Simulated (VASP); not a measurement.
# TaSiO4 (P-43m) in VASP: single point with PBE

Aim: the single point of TaSiO4 with PBE.

Program: VASP 6.6.1. These are calculated values, not measurements. Logs are shortened: lines on timing, memory, paths and dates and some standing lists are left out, and cuts for length are marked.

### Step 1. The cell of the first run

It takes space group P-43m (No. 215, cubic). Conventional cell: a = 4.166 Å, b = 4.166 Å, c = 4.166 Å, α = 90.00°, β = 90.00°, γ = 90.00°. Ta (site symmetry -43m) has 4 O at 1.70 Å as nearest neighbours. Si (site symmetry -43m) is surrounded by 4 O at 1.91 Å. O (site symmetry 3m) is surrounded by 1 Ta at 1.70 Å and 1 Si at 1.91 Å.

The cell was built by a generator and needn't be a form met in nature.

### Step 2. Single point, PBE, collinear spin, typed start (random cell by space group and Wyckoff sites (P-43m, No. 215))

File INCAR:

```
PREC = Accurate
ENCUT = 520
EDIFF = 1E-7
ISMEAR = 0
SIGMA = 0.1
LREAL = False
LASPH = True
NELM = 150
ALGO = Normal
ISIF = 2
LWAVE = False
LCHARG = True
ISPIN = 2
MAGMOM = 1 0 0 0 0 0
LORBIT = 11
LMAXMIX = 4
GGA = PE
LELF = True
LVHAR = True
NBANDS = 32
```

File KPOINTS:

```
Automatic mesh
0
Gamma
  4 4 4
```

File POSCAR:

```
TaSiO4
1.0
    4.1664383700      0.0000000000      0.0000000000
    0.0000000000      4.1664383700      0.0000000000
    0.0000000000      0.0000000000      4.1664383700
Ta Si O
1 1 4
Direct
    0.0000000000      0.0000000000      0.0000000000
    0.5000000000      0.5000000000      0.5000000000
    0.2358587600      0.2358587600      0.2358587600
    0.7641412400      0.7641412400      0.2358587600
    0.7641412400      0.2358587600      0.7641412400
    0.2358587600      0.7641412400      0.7641412400
```

Potentials or basis: VASP PAW PBE potentials, release 64 (Ta_pv, Si, O).

Launch:

```
$ cat potpaw_PBE.64/Ta_pv/POTCAR potpaw_PBE.64/Si/POTCAR potpaw_PBE.64/O/POTCAR > POTCAR
$ mpirun -np 1 vasp_std > vasp.out
```

OUTCAR:

```text
PREC = Accurate
   ENCUT = 520
   EDIFF = 1E-7
   ISMEAR = 0
   LREAL = False
   LASPH = True
   NELM = 150
   ISIF = 2
   ISPIN = 2
   LORBIT = 11
   GGA = PE

 ion  position               nearest neighbor table
   1  0.000  0.000  0.000-   3 1.70   4 1.70   5 1.70   6 1.70
   2  0.500  0.500  0.500-   3 1.91   4 1.91   5 1.91   6 1.91
   3  0.236  0.236  0.236-   1 1.70   2 1.91
   4  0.764  0.764  0.236-   1 1.70   2 1.91
   5  0.764  0.236  0.764-   1 1.70   2 1.91
   6  0.236  0.764  0.764-   1 1.70   2 1.91

  LATTYP: Found a simple cubic cell.
 ALAT       =     4.1664383700

  Lattice vectors:

 A1 = (   4.1664383700,   0.0000000000,   0.0000000000)
 A2 = (   0.0000000000,   4.1664383700,   0.0000000000)
 A3 = (   0.0000000000,   0.0000000000,   4.1664383700)

Analysis of symmetry for initial positions (statically):
=====================================================================
 Subroutine PRICEL returns:
 Original cell was already a primitive cell.

 Routine SETGRP: Setting up the symmetry group for a
 simple cubic supercell.

 Subroutine GETGRP returns: Found 24 space group operations
 (whereof 24 operations were pure point group operations)
 out of a pool of 48 trial point group operations.

The static configuration has the point symmetry T_d .

Analysis of symmetry for dynamics (positions and initial velocities):
=====================================================================
 Subroutine PRICEL returns:
 Original cell was already a primitive cell.

 Routine SETGRP: Setting up the symmetry group for a
 simple cubic supercell.

 Subroutine GETGRP returns: Found 24 space group operations
 (whereof 24 operations were pure point group operations)
 out of a pool of 48 trial point group operations.

The dynamic configuration has the point symmetry T_d .

Analysis of structural, dynamic, and magnetic symmetry:
=====================================================================
 Subroutine PRICEL returns:
 Original cell was already a primitive cell.

 Routine SETGRP: Setting up the symmetry group for a
 simple cubic supercell.

 Subroutine GETGRP returns: Found 24 space group operations
 (whereof 24 operations were pure point group operations)
 out of a pool of 48 trial point group operations.

The overall configuration has the point symmetry T_d .

[... 122 lines left out ...]
 spin polarized calculation
 Gauss-broadening in eV      SIGMA  =   0.10
  energy-cutoff  :      520.00
  volume of cell :       72.33
 maximum number of plane-waves:      1956
 NGX is ok and might be reduce to    32
   NGX = 15   NGY = 15   NGZ = 15

 number of electron      39.0000010 magnetization       0.0005585

 Free energy of the ion-electron system (eV)
  ---------------------------------------------------
  ext. energy  EPLUGINS =         0.00000000
  ---------------------------------------------------
  free energy    TOTEN  =       -46.08698987 eV

  energy without entropy =      -46.07224484  energy(sigma->0) =      -46.07961735

 E-fermi :   5.9801     XC(G=0): -10.5833

 val. band max:        5.9170380874   @ k =   0.2500   0.2500   0.2500
 cond. band min:       6.0170939158   @ k =   0.5000   0.2500   0.0000
 fundamental gap:      0.1000558284
 Fermi energy:         5.9801113997

 spin component 1

 k-point     1 :       0.0000    0.0000    0.0000
  band No.  band energies     occupation
      1     -30.5732      1.00000
      2     -30.5732      1.00000
      3     -30.5732      1.00000
      4     -15.7254      1.00000
      5     -13.8398      1.00000
      6     -13.8398      1.00000
[... 329 lines left out ...]
     30      14.8816      0.00000
     31      14.8816      0.00000
 Fermi energy:         5.9801113997

 spin component 2

 k-point     1 :       0.0000    0.0000    0.0000
  band No.  band energies     occupation
      1     -30.5731      1.00000
      2     -30.5731      1.00000
      3     -30.5731      1.00000
      4     -15.7253      1.00000
      5     -13.8397      1.00000
      6     -13.8397      1.00000
[... 329 lines left out ...]
     30      14.8817      0.00000
     31      14.8817      0.00000
 [bands above 31 left out]

------------------------ aborting loop because EDIFF is reached ----------------------------------------

  FORCE on cell =-STRESS in cart. coord.  units (eV):
  Direction    XX          YY          ZZ          XY          YZ          ZX
  --------------------------------------------------------------------------------------
  -------------------------------------------------------------------------------------
  Total       19.5514907     19.5514907     19.5514907      0.0000000      0.0000000      0.0000000
  in kB      433.1073667    433.1073667    433.1073667      0.0000000      0.0000000      0.0000000
  external PRESSURE =     433.1073667 kB  Pullay stress =       0.0000000 kB

 VOLUME and BASIS-vectors are now :
 -----------------------------------------------------------------------------
  energy-cutoff  :      520.00
  volume of cell :       72.33
      direct lattice vectors                 reciprocal lattice vectors
     4.166438370  0.000000000  0.000000000     0.240013151  0.000000000  0.000000000
     0.000000000  4.166438370  0.000000000     0.000000000  0.240013151  0.000000000
     0.000000000  0.000000000  4.166438370     0.000000000  0.000000000  0.240013151

 POSITION                                       TOTAL-FORCE (eV/Angst)
 -----------------------------------------------------------------------------------
      0.00000      0.00000      0.00000        -0.000000      0.000000      0.000000
      2.08322      2.08322      2.08322        -0.000000      0.000000      0.000000
      0.98269      0.98269      0.98269         6.044471      6.044471      6.044471
      3.18375      3.18375      0.98269        -6.044471     -6.044471      6.044471
      3.18375      0.98269      3.18375        -6.044471      6.044471     -6.044471
      0.98269      3.18375      3.18375         6.044471     -6.044471     -6.044471
 -----------------------------------------------------------------------------------
    total drift:                               -0.000000     -0.000000     -0.000000

  FREE ENERGIE OF THE ION-ELECTRON SYSTEM (eV)
  ---------------------------------------------------
  free  energy   TOTEN  =       -46.0869898669 eV

  energy  without entropy=      -46.0722448397  energy(sigma->0) =      -46.07961735

 total charge

# of ion       s       p       d       tot
------------------------------------------
    1        0.490   6.520   3.001  10.011
    2        0.797   0.575   0.000   1.372
    3        1.591   3.562   0.000   5.153
    4        1.591   3.562   0.000   5.153
    5        1.591   3.562   0.000   5.153
    6        1.591   3.562   0.000   5.153
--------------------------------------------------
tot          7.652  21.342   3.001  31.995

 magnetization (x)

# of ion       s       p       d       tot
------------------------------------------
    1        0.000   0.000   0.000   0.000
    2        0.000   0.000   0.000   0.000
    3        0.000   0.000   0.000   0.000
    4        0.000   0.000   0.000   0.000
    5        0.000   0.000   0.000   0.000
    6        0.000   0.000   0.000   0.000
--------------------------------------------------
tot          0.000   0.000   0.000   0.000
```

stdout:

```text
POSCAR found type information on POSCAR TaSiO
 POSCAR found :  3 types and       6 ions
 scaLAPACK will be used
 LDA part: xc-table for (Slater+PW92), standard interpolation
 POSCAR, INCAR and KPOINTS ok, starting setup
 FFT: planning ... GRIDC
 FFT: planning ... GRID_SOFT
 FFT: planning ... GRID
 WAVECAR not read
 entering main loop
```

Run time: 70 s. Hardware: 1 thread of AMD EPYC 7R13 (Zen 3), shared host; peak memory 0.19 GiB.

Results:

| Quantity | Value |
| --- | --- |
| Free energy | -46.0870 eV |
| Pressure | 43.3 GPa |
| Largest force | 10.469 eV/Å |
| Band gap on the k mesh | none (metal or under the smearing width) |
| Net moment | 0.00 μB per cell |
| Valence electrons inside the program's atomic spheres | Ta 10.01; Si 1.37; O 5.15 |

Forces on the atoms (eV/Å):
```
Ta   0.000  0.000  0.000
Si   0.000  0.000  0.000
O    6.044  6.044  6.044
O   -6.044 -6.044  6.044
O   -6.044  6.044 -6.044
O    6.044 -6.044 -6.044
```

Caveat: the k mesh is coarse (spacing up to 0.38 Å⁻¹), so the values aren't converged; a pressure of tens of GPa on the cell as given is suspect, and the run, the potentials or the cell itself is likely at fault; forces of over 1 eV/Å show positions far from the minimum, so gaps and moduli don't describe the material at rest.
